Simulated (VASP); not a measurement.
Output of a VASP run:

**OSZICAR**
```
       N       E                     dE             d eps       ncg     rms          rms(c)
DAV:   1     0.209953655136E+03    0.20995E+03   -0.19470E+04  1566   0.132E+03
DAV:   2    -0.827383876078E+02   -0.29269E+03   -0.28747E+03  1876   0.304E+02
DAV:   3    -0.104846617276E+03   -0.22108E+02   -0.21410E+02  2577   0.704E+01
DAV:   4    -0.106025246688E+03   -0.11786E+01   -0.11423E+01  2465   0.142E+01
DAV:   5    -0.106088844133E+03   -0.63597E-01   -0.60005E-01  2365   0.237E+00    0.156E+01
DAV:   6    -0.930839125761E+02    0.13005E+02   -0.32519E+00  2643   0.115E+01    0.112E+01
DAV:   7    -0.914541966471E+02    0.16297E+01   -0.40428E+00  1970   0.110E+01    0.387E+00
DAV:   8    -0.920534839090E+02   -0.59929E+00   -0.14908E+00  2202   0.465E+00    0.107E+00
DAV:   9    -0.918314506223E+02    0.22203E+00   -0.18350E+00  1904   0.760E+00    0.247E+00
DAV:  10    -0.923462853964E+02   -0.51483E+00   -0.22221E-01  1891   0.343E+00    0.100E+00
DAV:  11    -0.923477753237E+02   -0.14899E-02   -0.32642E-02  2396   0.739E-01    0.984E-01
DAV:  12    -0.928370527257E+02   -0.48928E+00   -0.28391E-01  1871   0.315E+00    0.298E-01
DAV:  13    -0.928542966849E+02   -0.17244E-01   -0.15016E-02  2411   0.685E-01    0.224E-01
DAV:  14    -0.928561452482E+02   -0.18486E-02   -0.84713E-03  2217   0.340E-01    0.193E-01
DAV:  15    -0.928651363699E+02   -0.89911E-02   -0.60760E-03  1759   0.488E-01    0.188E-01
DAV:  16    -0.928652136096E+02   -0.77240E-04   -0.11263E-03  1775   0.230E-01    0.153E-01
DAV:  17    -0.928653904933E+02   -0.17688E-03   -0.94003E-04  1802   0.177E-01    0.151E-01
DAV:  18    -0.928656026946E+02   -0.21220E-03   -0.13295E-04  1892   0.634E-02    0.967E-02
DAV:  19    -0.928656118974E+02   -0.92028E-05   -0.12691E-05  2123   0.246E-02    0.821E-02
DAV:  20    -0.928656289590E+02   -0.17062E-04   -0.14173E-06  2166   0.856E-03    0.693E-02
DAV:  21    -0.928656289326E+02    0.26474E-07   -0.67470E-06  1700   0.236E-02    0.398E-02
DAV:  22    -0.928656391526E+02   -0.10220E-04   -0.22461E-06  2044   0.102E-02    0.163E-02
DAV:  23    -0.928656333364E+02    0.58162E-05   -0.44195E-07  1582   0.392E-03    0.764E-03
DAV:  24    -0.928656332158E+02    0.12058E-06   -0.32335E-07  1324   0.398E-03    0.294E-03
DAV:  25    -0.928656295618E+02    0.36540E-05   -0.19772E-07  1216   0.240E-03    0.744E-04
DAV:  26    -0.928656299505E+02   -0.38868E-06   -0.48149E-08   999   0.146E-03    0.335E-04
DAV:  27    -0.928656293238E+02    0.62662E-06   -0.15434E-08   972   0.687E-04    0.361E-04
DAV:  28    -0.928656294535E+02   -0.12962E-06   -0.68291E-09   960   0.465E-04    0.426E-04
DAV:  29    -0.928656293841E+02    0.69375E-07   -0.49697E-09   954   0.389E-04
   1 F= -.92865629E+02 E0= -.92865629E+02  d E =0.000000E+00
       N       E                     dE             ncg
       N       E                     dE             ncg
       N       E                     dE             ncg
```

**OUTCAR**
```
------------------------ aborting loop because EDIFF is reached ----------------------------------------
  FORCE on cell =-STRESS in cart. coord.  units (eV):
  Direction    XX          YY          ZZ          XY          YZ          ZX
  --------------------------------------------------------------------------------------
  Total       -0.2124180     -0.2124180     -0.2124180     -0.0000000     -0.0000000     -0.0000000
  in kB       -2.7110431     -2.7110431     -2.7110431     -0.0000000     -0.0000000     -0.0000000
  external PRESSURE =      -2.7110431 kB  Pullay stress =       0.0000000 kB
  volume of cell :      125.54
      direct lattice vectors                 reciprocal lattice vectors
     0.000000000  3.974158504  3.974158504    -0.125812798  0.125812798  0.125812798
     3.974158504  0.000000000  3.974158504     0.125812798 -0.125812798  0.125812798
     3.974158504  3.974158504  0.000000000     0.125812798  0.125812798 -0.125812798
 POSITION                                       TOTAL-FORCE (eV/Angst)
 -----------------------------------------------------------------------------------
      4.96770      4.96770      4.96770         0.000000     -0.000000      0.000000
      4.96770      2.98062      2.98062         0.000000     -0.000000      0.000000
      2.98062      2.98062      4.96770         0.000000     -0.000000      0.000000
      2.98062      4.96770      2.98062         0.000000     -0.000000      0.000000
      0.00000      0.00000      0.00000         0.000000     -0.000000     -0.000000
      1.98708      1.98708      1.98708        -0.000000      0.000000      0.000000
 -----------------------------------------------------------------------------------
    total drift:                                0.000000      0.000000      0.000000
  FREE ENERGIE OF THE ION-ELECTRON SYSTEM (eV)
  ---------------------------------------------------
  free  energy   TOTEN  =       -92.8656293841 eV

  energy  without entropy=      -92.8656293841  energy(sigma->0) =      -92.86562938

 total charge

# of ion       s       p       d       tot
------------------------------------------
    1        1.388   2.226   0.000   3.614
    2        1.388   2.226   0.000   3.614
    3        1.388   2.226   0.000   3.614
    4        1.388   2.226   0.000   3.614
    5        2.041   5.742   0.873   8.657
    6        2.041   5.742   0.873   8.657
--------------------------------------------------
tot          9.636  20.389   1.746  31.771
```
(Selected blocks of OUTCAR.)

### POSCAR
```
PrS2
1
    0.0000000000     3.9741585038     3.9741585038
    3.9741585038     0.0000000000     3.9741585038
    3.9741585038     3.9741585038     0.0000000000
S Pr
4 2
Direct
  0.6250000000   0.6250000000   0.6250000000
  0.1250000000   0.6250000000   0.6250000000
  0.6250000000   0.6250000000   0.1250000000
  0.6250000000   0.1250000000   0.6250000000
  0.0000000000   0.0000000000   0.0000000000
  0.2500000000   0.2500000000   0.2500000000
```

Problem. Reconstruct the remaining input files.

Solution. This is not unique; one that fits is the input of the run itself, r2SCAN meta-GGA, plane waves, VASP's PBE PAW potentials (set 64).

KPOINTS:
```
Automatic
0
Gamma
 8 8 8
```

KPOINTS_OPT:
```
k-points along high-symmetry lines
10
Line-mode
Reciprocal
  0.000000   0.000000   0.000000 ! GAMMA
  0.500000   0.000000   0.500000 ! X

  0.500000   0.000000   0.500000 ! X
  0.625000   0.250000   0.625000 ! U

  0.375000   0.375000   0.750000 ! K
  0.000000   0.000000   0.000000 ! GAMMA

  0.000000   0.000000   0.000000 ! GAMMA
  0.500000   0.500000   0.500000 ! L

  0.500000   0.500000   0.500000 ! L
  0.500000   0.250000   0.750000 ! W

  0.500000   0.250000   0.750000 ! W
  0.500000   0.000000   0.500000 ! X
```

INCAR:
```
SYSTEM=PrS2
PREC=Accurate; ENCUT=400; LREAL=.FALSE.
LASPH=.TRUE.
EDIFF=1E-7; NELM=100; ALGO=Normal
LMAXMIX=6; LMIXTAU=.TRUE.
ISMEAR=-5
METAGGA=R2SCAN
ISIF=2
LWAVE=.FALSE.; LCHARG=.FALSE.; LORBIT=11
NEDOS=601
LEFG=.TRUE.
```

POTCAR, in this order: S Pr_3 (PBE.64 set). Program: vasp_std.

The 4f electrons are frozen in the core of the lanthanide potential, so 4f levels, which can set the real gap, and their magnetism are missing. For a metal the tetrahedron method with Blöchl corrections gives inexact stress and forces.

The structure comes from a measured PrS2 entry (Fd-3m) of the Crystallography Open Database, whose conditions weren't checked. It was relaxed first.
